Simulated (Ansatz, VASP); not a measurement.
# Cross-check of InCl3 between VASP and Ansatz, part 2 of 2

Wanted: the spread between two codes on one cell, functional and k mesh. The cell is generated by rule, not measured, and may not be a known phase. The cell is taken from a series of runs on this material, whose earlier steps may have relaxed, scaled, displaced or heated it; both programs get it as it stands.

VASP 6.6.1 and Ansatz 0.2.0.

So far: The structure; Ansatz: zone-centre phonons, PBEsol.

## 3. VASP: zone-centre phonons, PBEsol

Level of this step: PBEsol; plane waves and PAW (In_d, Cl); invented cell (VASP).

The same cell, functional, mesh and smearing now go to VASP, with its own data sets.

Lines of VASP's logs that name or quote its potential files are left out, and so is its time.

The input, INCAR:

```
SYSTEM = InCl3
PREC = Accurate
ENCUT = 500
EDIFF = 1E-08
NELM = 120
ISMEAR = 1
SIGMA = 0.2
LREAL = .FALSE.
ALGO = Normal
GGA = PS
NBANDS = 23
LORBIT = 11
LWAVE = .FALSE.
LCHARG = .FALSE.
ISIF = 2
IBRION = 8
LASPH = .TRUE.
GGA_COMPAT = .FALSE.
```

The input, POSCAR:

```
InCl3
1.0
    5.0239648185      0.0000000000      0.0000000000
    0.0000000000      5.0239648185      0.0000000000
    0.0000000000      0.0000000000      5.0239648185
In Cl
1 3
Direct
    0.0000000000      0.0000000000      0.0000000000
    0.5000000000      0.0000000000      0.0000000000
    0.0000000000      0.5000000000      0.0000000000
    0.0000000000      0.0000000000      0.5000000000
```

The input, KPOINTS:

```
Automatic mesh
0
Gamma
8 8 8
0 0 0
```

The projector-augmented-wave data sets are In_d and Cl (PBE family, release 64).

Run with:

```console
$ export OMP_NUM_THREADS=3
$ mpirun -np 1 vasp_std
```

Numbers of over 12 decimals in the logs are rounded to 6 here.

Output:

```text
[banner, memory and clock lines left out]
running    1 mpi-ranks, on    1 nodes
 distrk:  each k-point on    1 cores,    1 groups
 distr:  one band on    1 cores,    1 groups
 Offloading initialized ...    1 GPUs detected
 POSCAR found type information on POSCAR InCl
 POSCAR found :  2 types and       4 ions
|                                                                             |
|               ----> ADVICE to this user running VASP <----                  |
|                                                                             |
|     You enforced a specific xc type in the INCAR file but a different       |
|     [... a line on the potential file left out ...]
|     I HOPE YOU KNOW WHAT YOU ARE DOING!                                     |
|                                                                             |

 LDA part: xc-table for (Slater+PW92), standard interpolation
 POSCAR, INCAR and KPOINTS ok, starting setup
 FFT: planning ... GRIDC
 FFT: planning ... GRID_SOFT
 FFT: planning ... GRID
 WAVECAR not read
 entering main loop
       N       E                     dE             d eps       ncg     rms          rms(c)
DAV:   1     0.314970441720E+03    0.31497E+03   -0.14632E+04  1610   0.138E+03
DAV:   2     0.265926267317E+02   -0.28838E+03   -0.27361E+03  1931   0.345E+02
DAV:   3    -0.117574883190E+02   -0.38350E+02   -0.37287E+02  1975   0.130E+02
DAV:   4    -0.133507679112E+02   -0.15933E+01   -0.15861E+01  2089   0.321E+01
DAV:   5    -0.134292980956E+02   -0.78530E-01   -0.78512E-01  2403   0.639E+00    0.733E+00
DAV:   6    -0.126191161782E+02    0.81018E+00   -0.12387E+00  2462   0.211E+01    0.495E+00
DAV:   7    -0.125104515918E+02    0.10866E+00   -0.40514E-01  2425   0.115E+01    0.203E+00
DAV:   8    -0.125079121590E+02    0.25394E-02   -0.92624E-02  2237   0.329E+00    0.435E-01
DAV:   9    -0.125077094712E+02    0.20269E-03   -0.42140E-03  2497   0.895E-01    0.196E-01
DAV:  10    -0.125077114284E+02   -0.19571E-05   -0.62598E-04  2540   0.409E-01    0.730E-02
DAV:  11    -0.125077298970E+02   -0.18469E-04   -0.18262E-04  2539   0.155E-01    0.202E-02
DAV:  12    -0.125077312472E+02   -0.13501E-05   -0.78094E-06  2235   0.283E-02    0.931E-03
DAV:  13    -0.125077325789E+02   -0.13317E-05   -0.22582E-06  2191   0.357E-02    0.332E-03
DAV:  14    -0.125077323262E+02    0.25266E-06   -0.31337E-07  2514   0.136E-02    0.187E-03
DAV:  15    -0.125077322957E+02    0.30537E-07   -0.12353E-07  2505   0.736E-03    0.106E-03
DAV:  16    -0.125077322962E+02   -0.53933E-09   -0.37012E-08  1793   0.165E-03
   1 F= -.12507732E+02 E0= -.12510432E+02  d E =0.810043E-02
 Linear response reoptimize wavefunctions to high precision
DAV:   1    -0.125077322596E+02    0.36592E-07   -0.25405E-09  1421   0.538E-04
DAV:   2    -0.125077322597E+02   -0.74579E-10   -0.74724E-10  1442   0.288E-04
 Linear response DOF=            3
 Linear response progress:
  Degree of freedom:   1/  3
       N       E                     dE             d eps       ncg     rms          rms(c)
RMM:   1    -0.237537473475E+00   -0.23754E+00    0.39656E-02  4535   0.545E+00
RMM:   2    -0.239041829114E+00   -0.15044E-02   -0.14609E-02  5464   0.108E+00    0.206E-01
RMM:   3    -0.238883269176E+00    0.15856E-03   -0.17040E-03  6344   0.327E-01    0.108E-01
RMM:   4    -0.238611810105E+00    0.27146E-03   -0.29745E-04  6318   0.116E-01    0.581E-02
RMM:   5    -0.238485376398E+00    0.12643E-03   -0.29835E-05  6196   0.426E-02    0.148E-02
RMM:   6    -0.238494174328E+00   -0.87979E-05   -0.52149E-06  6318   0.155E-02    0.414E-03
RMM:   7    -0.238525549025E+00   -0.31375E-04   -0.10573E-06  6358   0.595E-03    0.138E-03
RMM:   8    -0.238532754389E+00   -0.72054E-05   -0.31894E-07  6733   0.256E-03    0.105E-03
RMM:   9    -0.238527708294E+00    0.50461E-05   -0.11238E-07  6527   0.125E-03    0.322E-04
RMM:  10    -0.238528394366E+00   -0.68607E-06   -0.40224E-08  6737   0.592E-04    0.157E-04
RMM:  11    -0.238528614416E+00   -0.22005E-06   -0.10680E-08  7019   0.329E-04    0.952E-05
RMM:  12    -0.238528804832E+00   -0.19042E-06    0.46560E-10  6701   0.185E-04    0.320E-05
RMM:  13    -0.238528902832E+00   -0.98000E-07   -0.89495E-09  6918   0.122E-04    0.205E-05
RMM:  14    -0.238528903871E+00   -0.10389E-08   -0.39116E-09  7126   0.861E-05    0.434E-06
 first order change of Fermi-energy   0.98765E-04
 force on displaced ion       1 direction 1 :  -3.661  -0.000  -0.000
 Linear response progress:
  Degree of freedom:   2/  3
       N       E                     dE             d eps       ncg     rms          rms(c)
RMM:   1    -0.205844815414E+00   -0.20584E+00    0.16937E-02  7161   0.237E+00
RMM:   2    -0.201704037410E+00    0.41408E-02   -0.28878E-03  6056   0.656E-01    0.257E-01
RMM:   3    -0.202976824550E+00   -0.12728E-02   -0.14999E-03  6093   0.226E-01    0.106E-01
RMM:   4    -0.203566846801E+00   -0.59002E-03   -0.38085E-04  6462   0.977E-02    0.302E-02
RMM:   5    -0.203501767010E+00    0.65080E-04   -0.20482E-05  6370   0.309E-02    0.111E-02
RMM:   6    -0.203482537925E+00    0.19229E-04   -0.43252E-06  6491   0.128E-02    0.461E-03
RMM:   7    -0.203502353978E+00   -0.19816E-04   -0.75899E-07  6591   0.518E-03    0.320E-03
RMM:   8    -0.203507960333E+00   -0.56064E-05   -0.19551E-07  7001   0.204E-03    0.110E-03
RMM:   9    -0.203504219316E+00    0.37410E-05    0.78394E-08  6872   0.106E-03    0.112E-03
RMM:  10    -0.203504903530E+00   -0.68421E-06   -0.23466E-07  6774   0.403E-04    0.190E-04
RMM:  11    -0.203505690160E+00   -0.78663E-06    0.24204E-08  6925   0.309E-04    0.152E-04
RMM:  12    -0.203505666775E+00    0.23385E-07    0.14533E-07  7314   0.151E-04    0.643E-05
RMM:  13    -0.203505695687E+00   -0.28912E-07   -0.28903E-08  7123   0.977E-05    0.555E-05
RMM:  14    -0.203505727029E+00   -0.31342E-07    0.46803E-08  7441   0.820E-05    0.730E-06
RMM:  15    -0.203505723119E+00    0.39101E-08   -0.77052E-09  7108   0.766E-05    0.551E-06
 first order change of Fermi-energy  -0.14562E-03
 force on displaced ion       2 direction 1 :  -7.490   0.000  -0.000
 Linear response progress:
  Degree of freedom:   3/  3
       N       E                     dE             d eps       ncg     rms          rms(c)
RMM:   1    -0.203071351051E+00   -0.20307E+00   -0.14369E-02 11778   0.204E+00
RMM:   2    -0.201573233524E+00    0.14981E-02   -0.48898E-03 10410   0.444E-01    0.561E-02
RMM:   3    -0.201765847862E+00   -0.19261E-03   -0.43470E-04 11098   0.130E-01    0.374E-02
RMM:   4    -0.202040363694E+00   -0.27452E-03   -0.58301E-05 10648   0.457E-02    0.140E-02
RMM:   5    -0.202120314483E+00   -0.79951E-04   -0.68361E-06 11218   0.143E-02    0.409E-03
RMM:   6    -0.202082853840E+00    0.37461E-04   -0.13866E-06 10697   0.538E-03    0.128E-03
RMM:   7    -0.202089246451E+00   -0.63926E-05   -0.13634E-07 11046   0.171E-03    0.468E-04
RMM:   8    -0.202094942741E+00   -0.56963E-05   -0.42376E-08 10125   0.903E-04    0.145E-04
RMM:   9    -0.202093115472E+00    0.18273E-05    0.10510E-06 11199   0.413E-04    0.131E-04
RMM:  10    -0.202092939563E+00    0.17591E-06   -0.36571E-07 11589   0.210E-04    0.328E-05
RMM:  11    -0.202093246898E+00   -0.30734E-06   -0.26248E-07 11536   0.151E-04    0.256E-05
RMM:  12    -0.202093155336E+00    0.91562E-07    0.45675E-07 11668   0.119E-04    0.722E-06
RMM:  13    -0.202093145180E+00    0.10156E-07    0.49354E-08 12093   0.106E-04    0.410E-06
RMM:  14    -0.202093152237E+00   -0.70570E-08    0.22734E-07 11323   0.101E-04    0.388E-07
RMM:  15    -0.202093151688E+00    0.54948E-09    0.21555E-07  9946   0.994E-05    0.594E-07
RMM:  16    -0.202093152492E+00   -0.80486E-09    0.23618E-07  9369   0.988E-05    0.241E-07
RMM:  17    -0.202093152474E+00    0.17944E-10    0.22681E-07  9268   0.986E-05    0.154E-07
RMM:  18    -0.202093152566E+00   -0.91054E-10    0.23249E-07  9262   0.985E-05    0.158E-07
RMM:  19    -0.202093152567E+00   -0.10278E-11    0.23010E-07  9299   0.985E-05    0.152E-07
RMM:  20    -0.202093152504E+00    0.62946E-10    0.23069E-07  9278   0.984E-05    0.160E-07
 first order change of Fermi-energy  -0.37813E-04
 force on displaced ion       2 direction 2 :   0.000   0.087   0.000
 Linear response finished
```

From OUTCAR (step 3):

```text
ion  position               nearest neighbor table
   1  0.000  0.000  0.000-   2 2.51   3 2.51   4 2.51   4 2.51   3 2.51   2 2.51
   2  0.500  0.000  0.000-   1 2.51   1 2.51
   3  0.000  0.500  0.000-   1 2.51   1 2.51
   4  0.000  0.000  0.500-   1 2.51   1 2.51

  LATTYP: Found a simple cubic cell.
 ALAT       =     5.0239648185

 Subroutine GETGRP returns: Found 48 space group operations
 (whereof 48 operations were pure point group operations)

The static configuration has the point symmetry O_h .

 Found     35 irreducible k-points:

   k-points           NKPTS =     35   k-points in BZ     NKDIM =     35   number of bands    NBANDS=     23

   dimension x,y,z NGX =    40 NGY =   40 NGZ =   40
   dimension x,y,z NGXF=    80 NGYF=   80 NGZF=   80

   ENCUT  =  500.0 eV  36.75 Ry    6.06 a.u.   9.16  9.16  9.16*2*pi/ulx,y,z

   NELECT =      34.0000    total number of electrons

 k-points in reciprocal lattice and weights: Automatic mesh
   0.00000000  0.00000000  0.00000000       0.002
   0.12500000  0.00000000  0.00000000       0.012
   0.25000000  0.00000000  0.00000000       0.012
   0.37500000  0.00000000  0.00000000       0.012
   0.50000000  0.00000000  0.00000000       0.006
   0.12500000  0.12500000  0.00000000       0.023
   0.25000000  0.12500000  0.00000000       0.047
   0.37500000  0.12500000  0.00000000       0.047
   0.50000000  0.12500000  0.00000000       0.023
[...]
0.50000000  0.50000000  0.37500000       0.012
   0.50000000  0.50000000  0.50000000       0.002

 average (electrostatic) potential at core
       1-100.7302       2 -94.5486       3 -94.5486       4 -94.5486

  Total       -0.0272673     -0.0272673     -0.0272673      0.0000000      0.0000000      0.0000000
  in kB       -0.3445184     -0.3445184     -0.3445184      0.0000000      0.0000000      0.0000000
  external PRESSURE =      -0.3445184 kB  Pullay stress =       0.0000000 kB

  energy-cutoff  :      500.00
  volume of cell :      126.81
      direct lattice vectors                 reciprocal lattice vectors
     5.023964818  0.000000000  0.000000000     0.199045980  0.000000000  0.000000000
     0.000000000  5.023964818  0.000000000     0.000000000  0.199045980  0.000000000
     0.000000000  0.000000000  5.023964818     0.000000000  0.000000000  0.199045980

 POSITION                                       TOTAL-FORCE (eV/Angst)
 -----------------------------------------------------------------------------------
      0.00000      0.00000      0.00000         0.000000      0.000000      0.000000
      2.51198      0.00000      0.00000         0.000000      0.000000      0.000000
      0.00000      2.51198      0.00000         0.000000      0.000000      0.000000
      0.00000      0.00000      2.51198         0.000000      0.000000      0.000000
 -----------------------------------------------------------------------------------
    total drift:                                0.000000      0.000000     -0.000000

 Eigenvectors and eigenvalues of the dynamical matrix
 ----------------------------------------------------

   1 f  =    7.881240 THz    49.519293 2PiTHz  262.889880 cm-1    32.594176 meV
             X         Y         Z           dx          dy          dz
      0.000000  0.000000  0.000000    -0.000454    0.372453   -0.000000
      2.511982  0.000000  0.000000     0.001111    0.121962   -0.000000
      0.000000  2.511982  0.000000    -0.000149   -0.911881   -0.000000
      0.000000  0.000000  2.511982    -0.000149    0.121962   -0.000000

   2 f  =    7.881240 THz    49.519293 2PiTHz  262.889880 cm-1    32.594176 meV
             X         Y         Z           dx          dy          dz
      0.000000  0.000000  0.000000    -0.000000    0.000000   -0.372453
      2.511982  0.000000  0.000000     0.000000    0.000000   -0.121962
      0.000000  2.511982  0.000000    -0.000000   -0.000000   -0.121962
      0.000000  0.000000  2.511982    -0.000000    0.000000    0.911882

   3 f  =    7.881240 THz    49.519293 2PiTHz  262.889880 cm-1    32.594176 meV
             X         Y         Z           dx          dy          dz
      0.000000  0.000000  0.000000     0.372453    0.000454    0.000000
      2.511982  0.000000  0.000000    -0.911881    0.000149   -0.000000
      0.000000  2.511982  0.000000     0.121962   -0.001111   -0.000000
      0.000000  0.000000  2.511982     0.121962    0.000149   -0.000000

   4 f  =    0.057779 THz     0.363035 2PiTHz    1.927296 cm-1     0.238954 meV
             X         Y         Z           dx          dy          dz
      0.000000  0.000000  0.000000    -0.011084    0.155740    0.724024
      2.511982  0.000000  0.000000    -0.006047    0.079813    0.371043
      0.000000  2.511982  0.000000    -0.005680    0.084961    0.371043
      0.000000  0.000000  2.511982    -0.005680    0.079813    0.394976

   5 f  =    0.057779 THz     0.363035 2PiTHz    1.927296 cm-1     0.238954 meV
             X         Y         Z           dx          dy          dz
      0.000000  0.000000  0.000000    -0.122368    0.713767   -0.155407
      2.511982  0.000000  0.000000    -0.066755    0.365787   -0.079642
      0.000000  2.511982  0.000000    -0.062710    0.389380   -0.079642
      0.000000  0.000000  2.511982    -0.062710    0.365787   -0.084779

   6 f  =    0.057779 THz     0.363035 2PiTHz    1.927296 cm-1     0.238954 meV
             X         Y         Z           dx          dy          dz
      0.000000  0.000000  0.000000    -0.730405   -0.121944    0.015049
      2.511982  0.000000  0.000000    -0.398457   -0.062493    0.007712
      0.000000  2.511982  0.000000    -0.374313   -0.066524    0.007712
      0.000000  0.000000  2.511982    -0.374313   -0.062493    0.008209

   7 f/i=    1.115240 THz     7.007257 2PiTHz   37.200387 cm-1     4.612258 meV
             X         Y         Z           dx          dy          dz
      0.000000  0.000000  0.000000     0.000000    0.000000    0.000000
      2.511982  0.000000  0.000000     0.000000   -0.703211    0.055170
      0.000000  2.511982  0.000000     0.049500    0.000000   -0.055170
      0.000000  0.000000  2.511982    -0.049500    0.703211    0.000000

   8 f/i=    1.115240 THz     7.007257 2PiTHz   37.200387 cm-1     4.612258 meV
             X         Y         Z           dx          dy          dz
      0.000000  0.000000  0.000000     0.000000    0.000000   -0.000000
      2.511982  0.000000  0.000000     0.000000   -0.052881   -0.704319
      0.000000  2.511982  0.000000     0.033743    0.000000    0.704319
      0.000000  0.000000  2.511982    -0.033743    0.052881    0.000000

   9 f/i=    1.115240 THz     7.007257 2PiTHz   37.200387 cm-1     4.612258 meV
             X         Y         Z           dx          dy          dz
      0.000000  0.000000  0.000000    -0.000000    0.000000   -0.000000
      2.511982  0.000000  0.000000    -0.000000   -0.051938   -0.029856
      0.000000  2.511982  0.000000    -0.704564    0.000000    0.029856
      0.000000  0.000000  2.511982     0.704564    0.051938    0.000000

  10 f/i=    1.624672 THz    10.208118 2PiTHz   54.193238 cm-1     6.719102 meV
             X         Y         Z           dx          dy          dz
      0.000000  0.000000  0.000000    -0.020856   -0.021812    0.558372
      2.511982  0.000000  0.000000    -0.002692    0.022779   -0.583144
      0.000000  2.511982  0.000000     0.021781   -0.002815   -0.583144
      0.000000  0.000000  2.511982     0.021781    0.022779    0.072075

  11 f/i=    1.624672 THz    10.208118 2PiTHz   54.193238 cm-1     6.719102 meV
             X         Y         Z           dx          dy          dz
      0.000000  0.000000  0.000000     0.376747    0.412119    0.030171
      2.511982  0.000000  0.000000     0.048631   -0.430402   -0.031509
      0.000000  2.511982  0.000000    -0.393461    0.053197   -0.031509
      0.000000  0.000000  2.511982    -0.393461   -0.430402    0.003894

  12 f/i=    1.624672 THz    10.208118 2PiTHz   54.193238 cm-1     6.719102 meV
             X         Y         Z           dx          dy          dz
      0.000000  0.000000  0.000000    -0.412695    0.377323   -0.000676
      2.511982  0.000000  0.000000    -0.053271   -0.394062    0.000706
      0.000000  2.511982  0.000000     0.431004    0.048705    0.000706
      0.000000  0.000000  2.511982     0.431004   -0.394062   -0.000087

 ELASTIC MODULI CONTR FROM IONIC RELAXATION (kBar)
 Direction    XX          YY          ZZ          XY          YZ          ZX
 --------------------------------------------------------------------------------
 XX           0.0000      0.0000      0.0000      0.0000      0.0000      0.0000
 YY           0.0000      0.0000      0.0000      0.0000      0.0000      0.0000
 ZZ           0.0000      0.0000      0.0000      0.0000      0.0000      0.0000
 XY           0.0000      0.0000      0.0000      0.0000      0.0000      0.0000
 YZ           0.0000      0.0000      0.0000      0.0000      0.0000      0.0000
 ZX           0.0000      0.0000      0.0000      0.0000      0.0000      0.0000
 --------------------------------------------------------------------------------
```

Energies printed during the response cycles are not total energies of the cell.

## 4. Side by side

Known differences besides the potentials themselves: VASP's run holds the zone centre alone; the cutoff is 420 eV in Ansatz and 500 eV in VASP; Ansatz makes its cores anew for this functional, VASP keeps those of its PBE data sets. Total energies have different zeros and are not compared.

Compared:

```
                                                   quantity  Ansatz   VASP  difference
optical mode 1 to 3 (imaginary, printed as negative) (cm⁻¹)   -55.4  -54.2        -1.2
optical mode 4 to 6 (imaginary, printed as negative) (cm⁻¹)   -37.4  -37.2        -0.2
                                 optical mode 7 to 9 (cm⁻¹)   261.9  262.9     -0.39 %
```

Modes are paired by rising frequency, not by their patterns, so a pair may set unlike modes beside each other; they are those without the splitting of longitudinal modes.

## 5. Results

```json
{
  "r.m.s. difference of the optical zone-centre modes, each program's sorted by frequency (zone-centre phonons, PBEsol)": "0.94 cm⁻¹"
}
```

**Reading.** The r.m.s. difference of the optical zone-centre modes, each program's sorted by frequency is 0.94 cm⁻¹ (zone-centre phonons, PBEsol). Such differences can come from data sets, numerical settings and the points named under the comparisons, not from the functional's error against experiment.

[Lines on the potential files, build, host, timing and source positions are cut from VASP's logs without a mark.]

[Logs are printed without paths, hosts, clocks, repeated set-up lines and the standing remarks that a program may print on its own settings, such as how far it seeks lower states.]

[Hosts, paths, dates, database ids (printed as entryN), source tags and the programs' standing remarks are cut or masked in the printed files.]
